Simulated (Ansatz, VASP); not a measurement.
# PtSe2: VASP beside Ansatz

Wanted: the spread between two codes on one cell, functional and k mesh. The structure shown is the start of the Ansatz relaxation below; VASP solves that cell, so the two are compared at the walk's first step.

Program: Ansatz 0.2.0. Level of theory: plane waves, with VASP 6.6.1 beside it; single point at PBE with D3(BJ). Results are calculated unless marked as measured.

### 1. The structure

The cell holds 6 atoms: 2 Pt and 4 Se. Its edges and angles: a = 3.750 Å, b = 3.750 Å, c = 43.900 Å, α = 90.0°, β = 90.0°, γ = 120.0°. It derives from Pt1Se2. Vacuum lies along c.

### 2. Ansatz: relaxation, PBE with D3(BJ)

Ansatz runs on its PAW soft_1 files.

The two programs are compared at the cell with which this relaxation starts, whose forces are those of its first step.

File input.yaml:

```yaml
crystal:
  lattice:
    - [3.75, 0.0, 0.0]
    - [-1.875, 3.2475952642, 0.0]
    - [0.0, 0.0, 43.9]
  atoms:
    - { symbol: Pt, position: [0.0, 0.0, 0.4348519362] }
    - { symbol: Se, position: [0.3333333333, 0.6666666667, 0.4646924829] }
    - { symbol: Se, position: [0.6666666667, 0.3333333333, 0.4050113895] }
    - { symbol: Pt, position: [0.6666666667, 0.3333333333, 0.5651480638] }
    - { symbol: Se, position: [0.0, 0.0, 0.5949886105] }
    - { symbol: Se, position: [0.3333333333, 0.6666666667, 0.5353075171] }
  periodic: [true, true, false]
kpoints:
  mp_grid: { grid: [6, 6, 1] }
hamiltonian:
  xc: pbe
  dispersion: d3bj
  pseudopotentials: { kind: paw, azcp: { folder: soft_1 } }
scf:
  occupations: { method: fermi_dirac, width: 0.02 }
relax:
  f_tol: 0.01
  max_steps: 100
  cell: {}
```

Command:

```
$ ansatz run input.yaml --threads 3 --pin off --max-ram 92160MiB --backend cuda --events-out ev --progress --plain --runs-dir out --devices 1 --max-vram 13GiB
```

Numbers of over 12 decimals in the logs are rounded to 6 here.

The log of the run:

```text
GPUs: using 1 of 1 available (devices: 1).
Engine: ansatz 0.2.0, x86_64-unknown-linux-gnu
Pseudopotentials: kind: paw
Pseudopotential: Pt, paw, valence charge 18, recommended cutoff 420 eV (normal), soft_1/Pt.paw.azcp
Pseudopotential: Se, paw, valence charge 16, recommended cutoff 420 eV (normal), soft_1/Se.paw.azcp
Functional definition: PBE
  parameter kappa = 0.804
  parameter beta = 0.066725
  exchange = pbe_x(kappa = kappa, mu = beta*pi^2/3)
  correlation = pbe_c(beta = beta)
device memory: the entry about to start is reckoned to put 4.8 GiB on a device that reports 50.1 GiB free (of which the cap on the GPU budget leaves the run 13.0 GiB)
GPU FFT provider: cuFFT
GPU libraries: cuBLAS 13.8.2, cuFFT 12.4.0, cuSOLVER 12.3.4
Crystal: 6 atoms, lattice volume = 534.635 Å³
Basis set: ecut = 420 eV, 10527 PW (Γ), exchange–correlation on 54×54×600 points (8 copies of the dense FFT grid, shifted against one another)
Bands: 60, of which v1, the nominal top of the filled ones, is band 50 counted from 1 (49 counted from 0)
Symmetry: 12 space group operations
Space group: P-3m1 (ITA 164), of the structure as read, at distance tolerance 8.1e-5 Å
k-points: 7 of 36
Non-local potential: Pt, projectors of the file, l = 0: 3, l = 1: 2, l = 2: 2, l = 3: 1
Non-local potential: Se, projectors of the file, l = 0: 2, l = 1: 2, l = 2: 3, l = 3: 1
PAW form: soft (Blöchl's): semilocal exchange-correlation on the pseudo side does not see the compensation charge
PAW one-centre angular grid: Pt, 590 points (default); XC on 64 Gauss nodes
PAW one-centre angular grid: Se, 590 points (default); XC on 64 Gauss nodes
Initial density: superposition of atomic densities (neutral atoms: chi_scale 0, normalization atom)
Initial wavefunctions: pseudopotential atomic-orbital guess
GPU buffer pool allocated for 218700 grid points (all kernels)
GPU transforms: local potential and band sums: pruned to the plane-wave sphere, on 25×25×300
Functional: x = pbe(κ = 0.804, μ = 0.219515), c = pbe(β = 0.066725)
SCF iter   1: F=—  HF=-46931.603446 eV  |F-HF|=—  |Δ(HF+E_count)|=         —  Δρ=3.84e-2  dr2=8.71e0  ethr=3.10e-3  ⟨swp⟩=13.0  Hψ=2141  notcnv=0
preconditioner: auto → Resta (q_TF=auto, 2.063 Å⁻¹)  ε∞=2.3  [insulator: Δε(μ)=1.040 eV  Ē_g=9.332 eV  σ=0.020 eV  W_gap=1.00  n_scr=94 (ndim 8)  ℏωp=10.7 eV  f_vac=0.730  D(μ)=0.00/eV (n_scr^D=0)  ε∞_Penn≈2.3  vacuum switching on, ρ_ref=6.3e-3 e/Å³]
SCF iter   2: F=—  HF=-46931.035287 eV  |F-HF|=—  |Δ(HF+E_count)|=   5.68e-1  Δρ=2.22e-2  dr2=5.28e0  ethr=3.10e-3  ⟨swp⟩=4.0  Hψ=1035  notcnv=0  defer=38
SCF iter   3: F=—  HF=-46930.088879 eV  |F-HF|=—  |Δ(HF+E_count)|=   9.46e-1  Δρ=9.01e-3  dr2=2.18e-1  ethr=3.10e-3  ⟨swp⟩=3.0  Hψ=770  notcnv=0  defer=26
SCF iter   4: F=—  HF=-46930.169607 eV  |F-HF|=—  |Δ(HF+E_count)|=   8.07e-2  Δρ=5.31e-3  dr2=1.56e0  ethr=2.18e-4  ⟨swp⟩=5.3  Hψ=892  notcnv=0  defer=30
SCF iter   5: F=—  HF=-46930.046141 eV  |F-HF|=—  |Δ(HF+E_count)|=   1.23e-1  Δρ=6.98e-4  dr2=2.34e-3  ethr=2.18e-4  ⟨swp⟩=4.6  Hψ=732  notcnv=0  defer=30
SCF iter   6: F=—  HF=-46930.044967 eV  |F-HF|=—  |Δ(HF+E_count)|=   1.17e-3  Δρ=2.61e-4  dr2=2.78e-4  ethr=2.34e-6  ⟨swp⟩=4.1  Hψ=1064  notcnv=0  defer=30
SCF iter   7: F=—  HF=-46930.045293 eV  |F-HF|=—  |Δ(HF+E_count)|=   3.26e-4  Δρ=6.07e-5  dr2=3.77e-5  ethr=2.78e-7  ⟨swp⟩=3.3  Hψ=871  notcnv=0  defer=30
SCF iter   8: F=—  HF=-46930.045542 eV  |F-HF|=—  |Δ(HF+E_count)|=   2.49e-4  Δρ=2.03e-5  dr2=2.55e-6  ethr=3.77e-8  ⟨swp⟩=3.0  Hψ=806  notcnv=0  defer=30
SCF iter   9: F=—  HF=-46930.045545 eV  |F-HF|=—  |Δ(HF+E_count)|=   3.52e-6  Δρ=6.28e-6  dr2=1.80e-7  ethr=2.55e-9  ⟨swp⟩=3.0  Hψ=857  notcnv=0  defer=30
SCF iter  10: F=-46930.045545 eV  HF=-46930.045545 eV  |F-HF|=2.17e-8  |Δ(HF+E_count)|=   3.23e-7  Δρ=9.79e-7  dr2=5.09e-9  ethr=1.00e-10  ⟨swp⟩=7.0  Hψ=1891  notcnv=0
SCF 1 converged in 10 iterations: F = -46930.045545 eV  dr2 = 5.09e-9
  greatest PAW one-centre occupation: 1.000 electrons in one spin orbital (limit 2), on the Pt atom at site 3 (counted from 0), in its partial waves of l = 0
relax step   1: F+E_penalty+E_count = -46930.04554545 eV  Δ(F+E_penalty+E_count) = +0.000e0 eV  max|allowed force component| = 4.496e-1 eV/Å  Δτ_max = 0.0000 Å  P = -2.081 N/m  Ω = 534.635 Å³  fix = [c, alpha, beta]  reactions: c -0.000 N/m  (10 SCF iters, dr2 threshold 1.00e-7 eV, accepted)
[...]
relax step   5: F+E_penalty+E_count = -46930.12990651 eV  Δ(F+E_penalty+E_count) = -1.898e-3 eV  max|allowed force component| = 5.905e-3 eV/Å  Δτ_max = 0.0127 Å  P = +0.014 N/m  Ω = 523.318 Å³  energy of the carried Pulay correction = +6.876e-4 eV  fix = [c, alpha, beta]  reactions: c +0.000 N/m  (6 SCF iters, dr2 threshold 3.49e-7 eV, accepted)
[...]
relax step   6: F+E_penalty+E_count = -46930.12920027 eV  Δ(F+E_penalty+E_count) = +7.062e-4 eV  max|allowed force component| = 6.062e-3 eV/Å  Δτ_max = 0.0000 Å  P = +0.016 N/m  Ω = 523.318 Å³  fix = [c, alpha, beta]  reactions: c +0.000 N/m  stress off target by 1.59e-2 N/m on what of the cell is left free  SCF on the basis re-selected at this cell (its energy is not comparable with the rows above)  (9 SCF iters)
basis re-selected at this cell: Δ(F+E_penalty+E_count) = +7.062e-4 eV, ΔP = +0.002 N/m vs the last step (what re-selecting the basis moved, of the pressure what is left beyond the Pulay correction that the steps carried, after the strain that the cell walked since its last selection, with what the two solves' SCF thresholds leave and, on support functions, any second-order correction that the steps lacked; it is no measure of the basis error at this ecutwfc). The dense FFT grid was sized anew with the basis: this SCF ran on 25×25×300 points, the steps before it on 27×27×300, so part of this shift can come from that change (see relax.cell in the input reference). [rest of the remark cut]
SCF converged after 9 iterations
Free energy (F): -46930.129200 eV
Harris-Foulkes:  -46930.129200 eV  (|F-HF|=2.91e-10)
Internal energy: -46930.129200 eV  (E = F + TS)
E sigma→0 (E₀):  -46930.129200 eV
Fermi energy:    -4.734989 eV
--- Per-component energies (eV) ---
  E_band       = -3696.293912
  E_kinetic    = 1633.508388
  E_local      = -561917.591367  (includes V_loc(G=0)·N_el)
  E_nonlocal   = -1008.935114
  E_hartree    = 279945.143270
  E_xc         = -804.567188
  E_vxc        = -903.575976  (∫ρ·V_xc dr)
  E_paw        = -27488.908595  (= ΣΔE_a)
  E_vpaw       = -1389.987372  (= ΣTr[D̂ρ^β])
  E_aug_tail   = 0.000786  (compensation charges beyond the density's cutoff)
  E_ewald      = 262713.268504
  E_disp       = -2.047885  (pairwise vdW)
  E_smearing   = -0.000000  (= −TS)
  E_closure    = 0.000000  (closes the sum)
  Σ components = -46930.129200   (vs F -46930.129200, Δ=0.00e0)
--- Forces (eV/Å), atoms counted from 1 ---
  atom   1  Pt     0.00000000    -0.00000000    -0.00606210
  atom   2  Se     0.00000000    -0.00000000     0.00556057
  atom   3  Se     0.00000000     0.00000000    -0.00011341
  atom   4  Pt     0.00000000     0.00000000     0.00606210
  atom   5  Se     0.00000000    -0.00000000     0.00011341
  atom   6  Se     0.00000000     0.00000000    -0.00556057
  max |Σ_I F_I| component: 2.31e-18 eV/Å
--- 2D stress c σ (N/m, compression-positive) ---
        0.015943       0.000000       0.000000
        0.000000       0.015943      -0.000000
        0.000000      -0.000000       0.000000
  P = ½ c Tr σ = 0.0159 N/m
--- Band table (eV; the first three rows and the last of 7) ---
  k-point 0: bands = [... 46 lower, -5.7246, -5.7246, -5.6523, -5.6523, -2.7716, -2.7716, -2.6578, -2.6578, ... 6 higher]
  k-point 1: bands = [... 46 lower, -5.8766, -5.7882, -5.7206, -5.3323, -4.1346, -3.9059, -3.0936, -2.9770, ... 6 higher]
  k-point 2: bands = [... 46 lower, -6.5458, -6.4918, -6.4704, -6.0692, -4.0880, -3.5744, -3.1566, -3.0186, ... 6 higher]
  k-point 6: bands = [... 46 lower, -6.8706, -6.6562, -6.6562, -6.4394, -4.0799, -3.9106, -3.9106, -3.6650, ... 6 higher]
  ° read free of the cell's end (the report's vacuum.weakly_bound_levels)
--- Relaxed structure (5 steps of the walk, 5 accepted, 1 SCFs on fresh bases) ---
  F+E_penalty+E_count = -46930.12920027 eV   max|allowed force component| = 6.062e-3 eV/Å   (the final SCF, on the basis selected at the relaxed cell)
  cell:  # Å, volume = 523.3180 Å³
    - [3.710097, 0, 0]
    - [-1.855048, 3.213038, 0]
    - [0, 0, 43.9]
  atoms:
    - { symbol: Pt, position: [-9.251638655696468e-18, -2.6433253301989916e-18, 0.429568] }
    - { symbol: Se, position: [0.333333, 0.666667, 0.459603] }
    - { symbol: Se, position: [0.666667, 0.333333, 0.399441] }
    - { symbol: Pt, position: [0.666667, 0.333333, 0.570432] }
    - { symbol: Se, position: [9.753284811442163e-18, 2.786652803269193e-18, 0.600559] }
    - { symbol: Se, position: [0.333333, 0.666667, 0.540397] }
```

### 3. VASP: single point, PBE with D3(BJ), start cell, pair 1

The same cell, functional, mesh and smearing now go to VASP, with its own data sets.

Lines of VASP's logs that name or quote its potential files are left out, and so is its time.

File INCAR:

```
SYSTEM = PtSe2
PREC = Accurate
ENCUT = 400
EDIFF = 1E-06
NELM = 120
ISMEAR = -1
SIGMA = 0.02
LREAL = .FALSE.
ALGO = Normal
GGA = PE
IVDW = 12
NBANDS = 28
LASPH = .TRUE.
LORBIT = 11
LWAVE = .FALSE.
LCHARG = .FALSE.
ISIF = 2
LDIPOL = .TRUE.
IDIPOL = 3
DIPOL = 0.5 0.5 0.5
LVHAR = .TRUE.
GGA_COMPAT = .FALSE.
EFERMI = MIDGAP
NELMDL = -8
KPAR = 2
```

File POSCAR:

```
PtSe2
1.0
    3.7500000000      0.0000000000      0.0000000000
   -1.8750000000      3.2475950000      0.0000000000
    0.0000000000      0.0000000000     43.9000000000
Pt Se
2 4
Direct
    0.0000000000      0.0000000000      0.4348519362
    0.6666667180      0.3333334360      0.5651480638
    0.3333334360      0.6666668719      0.4646924829
    0.6666667180      0.3333334360      0.4050113895
    0.0000000000      0.0000000000      0.5949886105
    0.3333334360      0.6666668719      0.5353075171
```

File KPOINTS:

```
Automatic mesh
0
Gamma
6 6 1
0 0 0
```

PAW data sets: Pt and Se (PBE family, release 64).

Command:

```
$ mpirun -np 2 vasp_std
```

The log of the run:

```text
[banner, memory and clock lines left out]
running    2 mpi-ranks, on    1 nodes
 distrk:  each k-point on    1 cores,    2 groups
 distr:  one band on    1 cores,    1 groups

 POSCAR found type information on POSCAR PtSe
 POSCAR found :  2 types and       6 ions
 LDA part: xc-table for (Slater+PW92), standard interpolation
 POSCAR, INCAR and KPOINTS ok, starting setup
 FFT: planning ... GRIDC
 FFT: planning ... GRID_SOFT
 FFT: planning ... GRID
 WAVECAR not read
 entering main loop
       N       E                     dE             d eps       ncg     rms          rms(c)
DAV:   1     0.341484054675E+03    0.34148E+03   -0.12757E+04   392   0.936E+02
DAV:   2     0.167157974109E+02   -0.32477E+03   -0.31252E+03   632   0.192E+02
DAV:   3    -0.288148434615E+02   -0.45531E+02   -0.44889E+02   472   0.833E+01
DAV:   4    -0.300025676712E+02   -0.11877E+01   -0.11718E+01   488   0.152E+01
DAV:   5    -0.300289987397E+02   -0.26431E-01   -0.26406E-01   524   0.218E+00
DAV:   6    -0.300296246562E+02   -0.62592E-03   -0.62587E-03   504   0.348E-01
DAV:   7    -0.300296514128E+02   -0.26757E-04   -0.26756E-04   556   0.651E-02
DAV:   8    -0.300296526299E+02   -0.12171E-05   -0.12170E-05   460   0.120E-02    0.170E+01
DAV:   9    -0.288247188102E+02    0.12049E+01   -0.96129E+00   408   0.241E+01    0.101E+01
DAV:  10    -0.285132363868E+02    0.31148E+00   -0.29732E+00   412   0.142E+01    0.428E+00
DAV:  11    -0.284115446877E+02    0.10169E+00   -0.23955E-01   416   0.381E+00    0.109E+00
DAV:  12    -0.284007625580E+02    0.10782E-01   -0.69855E-02   440   0.191E+00    0.278E-01
DAV:  13    -0.284013078302E+02   -0.54527E-03   -0.52826E-03   432   0.398E-01    0.243E-01
DAV:  14    -0.284018664203E+02   -0.55859E-03   -0.65706E-04   472   0.183E-01    0.235E-01
[...]
DAV:  21    -0.284017843568E+02   -0.15026E-04   -0.57417E-07   292   0.305E-03    0.949E-03
DAV:  22    -0.284017985222E+02   -0.14165E-04   -0.10282E-06   312   0.376E-03    0.385E-03
DAV:  23    -0.284018057204E+02   -0.71982E-05   -0.52795E-07   276   0.300E-03    0.120E-03
DAV:  24    -0.284018175695E+02   -0.11849E-04   -0.73410E-07   304   0.237E-03    0.138E-03
DAV:  25    -0.284018192247E+02   -0.16552E-05   -0.42337E-08   264   0.927E-04    0.126E-03
DAV:  26    -0.284018219955E+02   -0.27708E-05   -0.16096E-07   248   0.144E-03    0.143E-03
DAV:  27    -0.284018231785E+02   -0.11830E-05   -0.34216E-08   248   0.668E-04    0.107E-03
DAV:  28    -0.284018234661E+02   -0.28759E-06   -0.17636E-08   232   0.500E-04
   1 F= -.30494686E+02 E0= -.30494686E+02  d E =-.147181E-07
```

OUTCAR, selected parts (step 3):

```text
ion  position               nearest neighbor table
   1  0.000  0.000  0.435-   4 2.53   3 2.53   3 2.53   4 2.53   4 2.53   3 2.53
   2  0.667  0.333  0.565-   5 2.53   6 2.53   6 2.53   6 2.53   5 2.53   5 2.53
   3  0.333  0.667  0.465-   1 2.53   1 2.53   1 2.53
   4  0.667  0.333  0.405-   1 2.53   1 2.53   1 2.53
   5  0.000  0.000  0.595-   2 2.53   2 2.53   2 2.53
   6  0.333  0.667  0.535-   2 2.53   2 2.53   2 2.53

  LATTYP: Found a hexagonal cell.
 ALAT       =     3.7500000000
 C/A-ratio  =    11.7066666667

 Subroutine GETGRP returns: Found 12 space group operations
 (whereof  6 operations were pure point group operations)

The static configuration has the point symmetry C_3v.
 The point group associated with its full space group is D_3d.

 Found      7 irreducible k-points:

   k-points           NKPTS =      7   k-points in BZ     NKDIM =      7   number of bands    NBANDS=     28

   dimension x,y,z NGX =    24 NGY =   24 NGZ =  288
   dimension x,y,z NGXF=    48 NGYF=   48 NGZF=  576

   ENCUT  =  400.0 eV  29.40 Ry    5.42 a.u.   6.12  6.12 71.59*2*pi/ulx,y,z

   NELECT =      44.0000    total number of electrons

 k-points in reciprocal lattice and weights: Automatic mesh
   0.00000000  0.00000000  0.00000000       0.028
   0.16666667  0.00000000  0.00000000       0.167
   0.33333333  0.00000000  0.00000000       0.167
   0.50000000  0.00000000  0.00000000       0.083
   0.16666667  0.16666667  0.00000000       0.167
   0.33333333  0.16666667  0.00000000       0.333
   0.33333333  0.33333333  0.00000000       0.056

 dipolmoment           0.000000      0.000000     -0.000000 electrons x Angstroem

 average (electrostatic) potential at core
       1 -77.2328       2 -77.2328       3 -61.3096       4 -61.2394       5 -61.2394
       6 -61.3096

 E-fermi :  -2.0705

 k-point     1 :       0.0000    0.0000    0.0000
  band No.  band energies     occupation
    ...
     18      -3.3553      2.00000
     19      -3.3553      2.00000
     20      -3.1622      2.00000
     21      -3.1622      2.00000
     22      -2.7936      2.00000
     23      -0.4353      0.00000
     24      -0.4353      0.00000
     25      -0.1739      0.00000
     26      -0.1739      0.00000
     27       1.3476      0.00000
    ...

 k-point     2 :       0.1667    0.0000    0.0000
  band No.  band energies     occupation
    ...
     18      -3.4538      2.00000
     19      -3.4115      2.00000
     20      -3.3420      2.00000
     21      -3.2370      2.00000
     22      -2.4024      2.00000
     23      -1.7353      0.00000
     24      -1.3441      0.00000
     25      -0.7418      0.00000
     26      -0.4787      0.00000
     27       2.2375      0.00000
    ...

 k-point     3 :       0.3333    0.0000    0.0000
  band No.  band energies     occupation
    ...
     18      -4.4273      2.00000
     19      -4.1369      2.00000
     20      -4.0032      2.00000
     21      -4.0002      2.00000
     22      -3.3592      2.00000
     23      -1.6942      0.00000
     24      -0.9092      0.00000
     25      -0.8083      0.00000
     26      -0.5057      0.00000
     27       1.5055      0.00000
    ...

 Edisp (eV)   -2.09286

  Total      -1.63946    -1.63946     0.63824     0.00000    -0.00000     0.00000
  in kB      -4.91307    -4.91307     1.91266     0.00000    -0.00000     0.00000
  external pressure =       -2.64 kB  Pullay stress =        0.00 kB

  energy-cutoff  :      400.00
  volume of cell :      534.64
      direct lattice vectors                 reciprocal lattice vectors
     3.750000000  0.000000000  0.000000000     0.266666667  0.153960084  0.000000000
    -1.875000000  3.247595000  0.000000000     0.000000000  0.307920169  0.000000000
     0.000000000  0.000000000 43.900000000     0.000000000  0.000000000  0.022779043

 POSITION                                       TOTAL-FORCE (eV/Angst)
 -----------------------------------------------------------------------------------
      0.00000      0.00000     19.09000         0.000000      0.000000     -0.027715
      1.87500      1.08253     24.81000        -0.000000     -0.000000      0.027715
      0.00000      2.16506     20.40000        -0.000000      0.000000     -0.446899
      1.87500      1.08253     17.78000         0.000000      0.000000      0.102607
      0.00000      0.00000     26.12000        -0.000000     -0.000000     -0.102607
      0.00000      2.16506     23.50000        -0.000000     -0.000000      0.446899
 -----------------------------------------------------------------------------------
    total drift:                               -0.000000     -0.000644     -0.000099

  FREE ENERGIE OF THE ION-ELECTRON SYSTEM (eV)
  ---------------------------------------------------
  free  energy   TOTEN  =       -30.4946859629 eV

  energy  without entropy=      -30.4946859481  energy(sigma->0) =      -30.49468596

 vacuum level on the upper side and lower side of the slab         2.542         2.542

 total charge
# of ion       s       p       d       tot
------------------------------------------
    1        0.667   0.673   7.995   9.335
    2        0.667   0.673   7.995   9.335
    3        1.488   2.234   0.057   3.779
    4        1.478   2.238   0.055   3.770
    5        1.478   2.238   0.055   3.770
    6        1.488   2.234   0.057   3.779
--------------------------------------------------
tot          7.266  10.290  16.214  33.770

[... 3 further parts left out ...]
```

### 4. Side by side

Known differences besides the potentials themselves: Ansatz cuts the interaction across the vacuum, VASP repeats the sheet with a dipole correction; the data sets hold 100 valence electrons in Ansatz (on its PAW soft_1 files) and 44 in VASP; the cutoff is 420 eV in Ansatz and 400 eV in VASP. Total energies have different zeros and are not compared.

Forces (eV/Å; atoms numbered as in POSCAR):

```
atom        Ansatz x, y, z          VASP x, y, z
 Pt1  0.000, 0.000, -0.027  0.000, 0.000, -0.028
 Pt2   0.000, 0.000, 0.027   0.000, 0.000, 0.028
 Se3  0.000, 0.000, -0.450  0.000, 0.000, -0.447
 Se4   0.000, 0.000, 0.102   0.000, 0.000, 0.103
 Se5  0.000, 0.000, -0.102  0.000, 0.000, -0.103
 Se6   0.000, 0.000, 0.450   0.000, 0.000, 0.447
```

The forces differ by 0.9 meV/Å r.m.s., which is 0.6 % of the r.m.s. force of 0.153 eV/Å (both taken over all components). With vacuum in the cell, a pressure given here is an average over mostly empty space and none of the material.

[end of part 1 of 2]

[Lines on the potential files, build, host, timing and source positions are cut from VASP's logs without a mark.]

[Logs are printed without paths, hosts, clocks, repeated set-up lines and the standing remarks that a program may print on its own settings, such as how far it seeks lower states.]

[Hosts, paths, dates, database ids (printed as entryN), source tags and the programs' standing remarks are cut or masked in the printed files.]
